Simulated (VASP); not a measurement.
```yaml
crystal:
  lattice:
    - [4.21743, 0.00000, 0.00000]
    - [-2.10872, 3.65241, 0.00000]
    - [0.00000, 0.00000, 6.79659]
  atoms:
    - { symbol: Mg, position: [0.66667, 0.33333, 0.49821] }
    - { symbol: Mg, position: [0.33333, 0.66667, 0.99821] }
    - { symbol: Se, position: [0.66667, 0.33333, 0.87679] }
    - { symbol: Se, position: [0.33333, 0.66667, 0.37679] }
```

All values below come from PBEsol GGA, VASP's PBE PAW potentials (set 64) (plane waves; VASP). Settings: 400 eV cut-off, 7×7×4 Γ-centred mesh, tetrahedra with Blöchl corrections, potentials Mg Se.

**Question.** What does the run give for the energy per atom (σ→0)?

**Answer.** 
* **energy per atom (σ→0)**: -4.008 eV/atom

The absolute energy has meaning only against runs of the same code, potentials and settings.

The structure comes from a computed database's MgSe entry (P6_3mc); how it stands against other phases isn't given here. It was relaxed first.
